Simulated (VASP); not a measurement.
```yaml
crystal:
  lattice:
    - [-2.22771, 2.22771, 2.22771]
    - [2.22771, -2.22771, 2.22771]
    - [2.22771, 2.22771, -2.22771]
  atoms:
    - { symbol: Eu, position: [0.00000, 0.00000, 0.00000] }
```

All values below come from PBE GGA, VASP's PBE PAW potentials (set 64) (plane waves; VASP). Settings: 520 eV cut-off, 13×13×13 Γ-centred mesh, tetrahedra with Blöchl corrections, potentials Eu_2.

The 4f electrons are frozen in the core of the lanthanide potential, so 4f levels, which can set the real gap, and their magnetism are missing.

### Question
Tabulate the total density of states (states/eV per cell) against energy (eV; zero at the valence-band maximum or, without a gap, the Fermi level).

### Answer

```
E (eV) | DOS (states/eV)
    -9.93 |  0.00
    -9.72 |  0.00
    -9.61 |  0.00
    -9.40 |  0.00
    -9.30 |  0.00
    -9.09 |  0.00
    -8.87 |  0.00
    -8.77 |  0.00
    -8.56 |  0.00
    -8.45 |  0.00
    -8.24 |  0.00
    -8.03 |  0.00
    -7.92 |  0.00
    -7.71 |  0.00
    -7.50 |  0.00
    -7.39 |  0.00
    -7.18 |  0.00
    -7.08 |  0.00
    -6.87 |  0.00
    -6.66 |  0.00
    -6.55 |  0.00
    -6.34 |  0.00
    -6.23 |  0.00
    -6.02 |  0.00
    -5.81 |  0.00
    -5.70 |  0.00
    -5.49 |  0.00
    -5.39 |  0.00
    -5.17 |  0.00
    -4.96 |  0.00
    -4.86 |  0.00
    -4.65 |  0.00
    -4.54 |  0.00
    -4.33 |  0.00
    -4.12 |  0.00
    -4.01 |  0.00
    -3.80 |  0.00
    -3.70 |  0.04
    -3.48 | # 0.09
    -3.27 | # 0.12
    -3.17 | # 0.14
    -2.96 | ## 0.18
    -2.74 | ## 0.21
    -2.64 | ## 0.22
    -2.43 | ## 0.26
    -2.32 | ### 0.28
    -2.11 | ### 0.32
    -1.90 | #### 0.37
    -1.79 | #### 0.41
    -1.58 | ##### 0.48
    -1.48 | ##### 0.53
    -1.26 | ###### 0.66
    -1.05 | ######### 0.98
    -0.95 | ######### 0.97
    -0.74 | ######### 0.93
    -0.63 | ######### 0.93
    -0.42 | ########## 1.07
    -0.21 | ############## 1.51
    -0.10 | ########## 1.11
     0.11 | ###### 0.69
     0.21 | ###### 0.61
     0.43 | ####### 0.75
     0.64 | ##################### 2.23
     0.74 | ############################ 3.02
     0.95 | ############################ 3.03
     1.06 | ############################## 3.19
     1.27 | ##################### 2.21
     1.48 | ################ 1.72
     1.59 | ############### 1.59
     1.80 | ############ 1.30
     2.01 | ########## 1.09
     2.12 | ######### 1.00
     2.33 | ###### 0.64
     2.43 | #### 0.43
     2.65 | ##### 0.49
     2.86 | ######## 0.88
     2.96 | ########## 1.12
     3.17 | ########## 1.11
     3.28 | ########### 1.15
     3.49 | ############# 1.34
```
Within 2 eV below the Fermi level the largest weight inside VASP's projection spheres is Eu d, then Eu s.

The compound is Eu in the bcc structure. It was relaxed first, which changed the volume by -8 %.
